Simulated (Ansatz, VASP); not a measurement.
# Cross-check of SmY between VASP and Ansatz

Aim: how closely do two programs agree when they are given the same cell, functional and k mesh? The cell is invented: As first built, before any earlier steps moved the atoms: it takes the Sm structure with some of its atoms replaced by other elements, volume scaled by an estimate. It may not be a known or stable phase. The cell comes out of the VASP series on this material, whose earlier steps may have relaxed, scaled or displaced it; both programs get it as it stands.

Program: Ansatz 0.2.0. Level of theory: plane waves, with VASP 6.6.1 beside it; single point at LDA, band structure at LDA and band structure at LDA, spin-orbit coupling. Results are calculated unless marked as measured.

In doubt: too few empty bands were carried, so the values of those runs are not to be relied on; a part-filled 4f shell, where there is one, can sit in one of many states, so energies may not be the lowest and differences between runs may mislead; derivatives with an open 4f shell can jump between states, which bears on forces and vibrations.

### 1. Starting point

It takes space group P4/mmm (No. 123, tetragonal). Conventional cell: a = 3.440 Å, b = 3.440 Å, c = 5.040 Å, α = 90.00°, β = 90.00°, γ = 90.00°. Nearest to Sm lie 4 Sm at 3.44 Å and 8 Y at 3.50 Å. Nearest to Y lie 4 Y at 3.44 Å and 8 Sm at 3.50 Å. As first built, before any earlier steps moved the atoms: sites of the Sm structure (space group 139) filled with other elements, volume scaled by an estimate. Farther neighbours are not listed.

Coordinates:

```xyz
2
Lattice="3.4395 0.0000 0.0000 0.0000 3.4395 0.0000 0.0000 0.0000 5.0399" Properties=species:S:1:pos:R:3 pbc="T T T"
Sm    1.7198    1.7198    2.5200
Y     0.0000    0.0000    0.0000
```

### 2. VASP: single point, LDA

With cell and atoms fixed, the geometry can't cause a difference; cores, projectors, grids and the points listed under the comparison can.

Lines of VASP's logs that name or quote its potential files are left out, and so is its time.

INCAR

```
SYSTEM = SmY
PREC = Accurate
ENCUT = 450
EDIFF = 1E-06
NELM = 100
ISMEAR = 1
SIGMA = 0.2
LREAL = .FALSE.
ALGO = Normal
GGA = CA
ISPIN = 2
MAGMOM = 5 0
LMAXMIX = 6
LORBIT = 11
LWAVE = .FALSE.
LCHARG = .TRUE.
ISIF = 2
LELF = .TRUE.
LVHAR = .TRUE.
```

POSCAR

```
SmY
1.0
    3.4395266273      0.0000000000      0.0000000000
    0.0000000000      3.4395266273      0.0000000000
    0.0000000000      0.0000000000      5.0399013524
Sm Y
1 1
Direct
    0.5000000000      0.5000000000      0.5000000000
    0.0000000000      0.0000000000      0.0000000000
```

KPOINTS

```
Automatic mesh
0
Gamma
6 6 4
0 0 0
```

Potentials, in the order of the species: Sm and Y_sv (PBE family, release 64).

The run is started by

```bash
$ mpirun -np 1 vasp_std
```

Numbers of over 12 decimals in the logs are rounded to 6 here.

What it wrote:

```text
[banner, memory and clock lines left out]
running    1 mpi-ranks, on    1 nodes
 distrk:  each k-point on    1 cores,    1 groups
 distr:  one band on    1 cores,    1 groups

 POSCAR found type information on POSCAR SmY
 POSCAR found :  2 types and       2 ions
|                                                                             |
|               ----> ADVICE to this user running VASP <----                  |
|                                                                             |
|     You enforced a specific xc type in the INCAR file but a different       |
|     [... a line on the potential file left out ...]
|     I HOPE YOU KNOW WHAT YOU ARE DOING!                                     |
|                                                                             |

 LDA part: xc-table for (Slater(with rela. corr.)+CA(PZ))
 , standard interpolation
 POSCAR, INCAR and KPOINTS ok, starting setup
 FFT: planning ... GRIDC
 FFT: planning ... GRID_SOFT
 FFT: planning ... GRID
 WAVECAR not read
 entering main loop
       N       E                     dE             d eps       ncg     rms          rms(c)
DAV:   1     0.166471133384E+03    0.16647E+03   -0.10290E+04  3024   0.444E+03
DAV:   2     0.109325389881E+02   -0.15554E+03   -0.14697E+03  3264   0.416E+02
DAV:   3    -0.126188377561E+02   -0.23551E+02   -0.22407E+02  4084   0.140E+02
DAV:   4    -0.151430664239E+02   -0.25242E+01   -0.24028E+01  4680   0.361E+01
DAV:   5    -0.154407112582E+02   -0.29764E+00   -0.28316E+00  4256   0.104E+01    0.361E+01
DAV:   6    -0.173665971685E+02   -0.19259E+01   -0.65318E+00  4228   0.422E+01    0.271E+01
DAV:   7    -0.271803494036E+02   -0.98138E+01   -0.43009E+01  3764   0.900E+01    0.929E+01
DAV:   8    -0.182978959684E+02    0.88825E+01   -0.63344E+00  3840   0.299E+01    0.531E+01
DAV:   9    -0.162537273242E+02    0.20442E+01   -0.65074E+00  4252   0.290E+01    0.231E+01
DAV:  10    -0.163928557678E+02   -0.13913E+00   -0.12226E+00  4548   0.459E+00    0.327E+01
DAV:  11    -0.166021115879E+02   -0.20926E+00   -0.22562E-01  3932   0.952E+00    0.286E+01
DAV:  12    -0.163766502474E+02    0.22546E+00   -0.18560E-01  4040   0.823E+00    0.193E+01
DAV:  13    -0.164123653625E+02   -0.35715E-01   -0.28736E-02  4404   0.297E+00    0.141E+01
DAV:  14    -0.163877293365E+02    0.24636E-01   -0.45468E-02  4520   0.406E+00    0.791E+00
[...]
DAV:  19    -0.163901495431E+02    0.34771E-03   -0.18640E-03  3916   0.106E+00    0.127E+00
DAV:  20    -0.163899101557E+02    0.23939E-03   -0.34147E-04  4356   0.405E-01    0.424E-01
DAV:  21    -0.163898786879E+02    0.31468E-04   -0.17257E-04  4456   0.265E-01    0.306E-01
DAV:  22    -0.163898811406E+02   -0.24528E-05   -0.66184E-05  4476   0.136E-01    0.228E-01
DAV:  23    -0.163898875854E+02   -0.64448E-05   -0.15236E-05  3992   0.708E-02    0.218E-01
DAV:  24    -0.163898850128E+02    0.25726E-05   -0.59128E-06  3432   0.431E-02    0.117E-01
DAV:  25    -0.163898861703E+02   -0.11575E-05   -0.21898E-06  2348   0.283E-02    0.588E-02
DAV:  26    -0.163898863261E+02   -0.15578E-06   -0.49390E-07  2040   0.166E-02
   1 F= -.16389886E+02 E0= -.16388858E+02  d E =-.308389E-02  mag=     6.3921
```

OUTCAR, selected parts (step 2):

```text
ion  position               nearest neighbor table
   1  0.500  0.500  0.500-   2 3.50   2 3.50   2 3.50   2 3.50   2 3.50   2 3.50   2 3.50   2 3.50

  LATTYP: Found a simple tetragonal cell.
 ALAT       =     3.4395266273
 C/A-ratio  =     1.4652892385

 Subroutine GETGRP returns: Found 16 space group operations
 (whereof 16 operations were pure point group operations)

The static configuration has the point symmetry D_4h.

 Found     30 irreducible k-points:

   k-points           NKPTS =     30   k-points in BZ     NKDIM =     30   number of bands    NBANDS=     20

   dimension x,y,z NGX =    24 NGY =   24 NGZ =   36
   dimension x,y,z NGXF=    48 NGYF=   48 NGZF=   72

   ENCUT  =  450.0 eV  33.07 Ry    5.75 a.u.   5.95  5.95  8.72*2*pi/ulx,y,z

   NELECT =      27.0000    total number of electrons

 k-points in reciprocal lattice and weights: Automatic mesh
   0.00000000  0.00000000  0.00000000       0.007
   0.16666667  0.00000000  0.00000000       0.028
   0.33333333  0.00000000  0.00000000       0.028
   0.50000000  0.00000000  0.00000000       0.014
   0.16666667  0.16666667  0.00000000       0.028
   0.33333333  0.16666667  0.00000000       0.056
   0.50000000  0.16666667  0.00000000       0.028
   0.33333333  0.33333333  0.00000000       0.028
   0.50000000  0.33333333  0.00000000       0.028
[...]
0.50000000  0.33333333  0.50000000       0.028
   0.50000000  0.50000000  0.50000000       0.007

 average (electrostatic) potential at core
       1 -40.4949       2 -36.7438

 E-fermi :   3.2818

 spin component 1
 k-point     1 :       0.0000    0.0000    0.0000
  band No.  band energies     occupation
    ...
     14       3.1503      0.94418
     15       3.1503      0.94418
     16       3.1976      0.82364
     17       3.1986      0.82034
     18       3.1986      0.82034
     19       4.9660     -0.00000
     20       5.2695     -0.00000

 k-point     2 :       0.1667    0.0000    0.0000
  band No.  band energies     occupation
    ...
     14       3.1147      0.99858
     15       3.1623      0.91876
     16       3.1805      0.87357
     17       3.1920      0.84072
     18       3.1936      0.83601
     19       4.7769     -0.00000
     20       5.2848     -0.00000

 k-point     3 :       0.3333    0.0000    0.0000
  band No.  band energies     occupation
    ...
     13       3.1040      1.00941
     14       3.1602      0.92348
     15       3.1663      0.90966
     16       3.2063      0.79545
     17       3.2668      0.56327
     18       3.2969      0.43603
     19       4.0005     -0.00000
     20       4.3808     -0.00000

 k-point     4 :       0.5000    0.0000    0.0000
  band No.  band energies     occupation
    ...
     11       2.7964      1.00159
     12       2.9155      1.01326
     13       3.0795      1.02626
     14       3.1443      0.95539
     15       3.1523      0.94011
     16       3.2977      0.43290
     17       3.3215      0.33563
     18       3.4539     -0.00394
     19       3.9485     -0.00001
     20       4.0668     -0.00000

 k-point     5 :       0.1667    0.1667    0.0000
  band No.  band energies     occupation
    ...
     13       3.0725      1.02929
     14       3.1157      0.99741
     15       3.1247      0.98626
     16       3.1353      0.97063
     17       3.2022      0.80909
     18       3.3312      0.29774
     19       4.3142     -0.00000
     20       4.8247     -0.00000

 k-point     6 :       0.3333    0.1667    0.0000
  band No.  band energies     occupation
    ...
     13       3.0747      1.02840
     14       3.0763      1.02773
     15       3.1185      0.99406
     16       3.1381      0.96610
     17       3.2483      0.63945
     18       3.6648     -0.01041
     19       3.7534     -0.00213
     20       3.9044     -0.00005

  Total        0.0128793      0.0128793      0.0157985      0.0000000      0.0000000     -0.0000000
  in kB        0.3460854      0.3460854      0.4245289      0.0000000      0.0000000     -0.0000000
  external PRESSURE =       0.3722333 kB  Pullay stress =       0.0000000 kB

  energy-cutoff  :      450.00
  volume of cell :       59.62
      direct lattice vectors                 reciprocal lattice vectors
     3.439526627  0.000000000  0.000000000     0.290737682  0.000000000  0.000000000
     0.000000000  3.439526627  0.000000000     0.000000000  0.290737682  0.000000000
     0.000000000  0.000000000  5.039901352     0.000000000  0.000000000  0.198416582

 POSITION                                       TOTAL-FORCE (eV/Angst)
 -----------------------------------------------------------------------------------
      1.71976      1.71976      2.51995         0.000000      0.000000      0.000000
      0.00000      0.00000      0.00000         0.000000      0.000000      0.000000
 -----------------------------------------------------------------------------------
    total drift:                                0.000000      0.000000     -0.000000

  FREE ENERGIE OF THE ION-ELECTRON SYSTEM (eV)
  ---------------------------------------------------
  free  energy   TOTEN  =       -16.3898863261 eV

  energy  without entropy=      -16.3868024385  energy(sigma->0) =      -16.38885836

 total charge
# of ion       s       p       d       f       tot
--------------------------------------------------
    1        2.078   5.542   0.555   5.474  13.649
    2        2.326   6.200   1.056   0.011   9.591
--------------------------------------------------
tot          4.404  11.741   1.611   5.484  23.241

 magnetization (x)
# of ion       s       p       d       f       tot
--------------------------------------------------
    1        0.000  -0.045   0.164   5.455   5.574
    2       -0.002   0.072   0.142   0.004   0.215
--------------------------------------------------
tot         -0.002   0.026   0.306   5.459   5.789

[... 6 further parts left out ...]
```

With spin, VASP writes an ELF for each channel. Without U or exact exchange the f electrons of Sm come out too delocalised, which can shrink the cell and pin f bands at the Fermi level. The PAW data sets were made with PBE, a small mismatch for LDA.

(Part 1 of 3 ends here.)

[Lines on the potential files, build, host, timing and source positions are cut from VASP's logs without a mark.]

[Logs are printed without paths, hosts, clocks, repeated set-up lines and the standing remarks that a program may print on its own settings, such as how far it seeks lower states.]

[Hosts, paths, dates, database ids (printed as entryN), source tags and the programs' standing remarks are cut or masked in the printed files.]
